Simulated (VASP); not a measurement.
Computed with LDA (Ceperley-Alder, Perdew-Zunger), VASP's LDA PAW potentials (set 64) (plane waves; VASP).

A VASP calculation is set up with these files.

**POSCAR**
```
CdSe
1
    2.1311825599    -3.6913162439     0.0000000000
    2.1311825599     3.6913162439     0.0000000000
    0.0000000000     0.0000000000     6.9516230557
Cd Se
2 2
Direct
  0.6666670000   0.3333330000   0.5000118906
  0.3333330000   0.6666670000   0.0000118906
  0.6666670000   0.3333330000   0.8759881094
  0.3333330000   0.6666670000   0.3759881094
```

INCAR:
```
ALGO = Normal
EDIFF = 1E-7
ENCUT = 520
ISIF = 2
ISMEAR = -5
LASPH = .TRUE.
LCHARG = .TRUE.
LMAXMIX = 4
LORBIT = 11
LREAL = .FALSE.
LWAVE = .FALSE.
NEDOS = 601
NELM = 100
PREC = Accurate
SYSTEM = CdSe
```

KPOINTS:
```
kpoints
0
gamma
  8 8 5
```

POTCAR, in this order: Cd Se (LDA.64 set). Program: vasp_std.

Problem. What does the run give for the energy per atom (σ→0)?

Solution. 
energy per atom (σ→0): -3.380 eV/atom

**OSZICAR**
```
...
DAV:   8    -0.135202188687E+02    0.93017E-02   -0.82614E-02  1404   0.322E+00    0.395E-01
DAV:   9    -0.135195657896E+02    0.65308E-03   -0.10243E-02  1488   0.135E+00    0.128E-01
DAV:  10    -0.135194298162E+02    0.13597E-03   -0.76245E-04  1582   0.368E-01    0.477E-02
DAV:  11    -0.135194455341E+02   -0.15718E-04   -0.85120E-05  1422   0.721E-02    0.139E-02
DAV:  12    -0.135194433714E+02    0.21627E-05   -0.27166E-05  1620   0.619E-02    0.741E-03
DAV:  13    -0.135194431677E+02    0.20370E-06   -0.31927E-06  1458   0.221E-02    0.114E-03
DAV:  14    -0.135194431795E+02   -0.11757E-07   -0.22819E-07  1272   0.276E-03
   1 F= -.13519443E+02 E0= -.13519443E+02  d E =0.000000E+00
```

The compound is CdSe in the wurtzite structure. It was relaxed first.
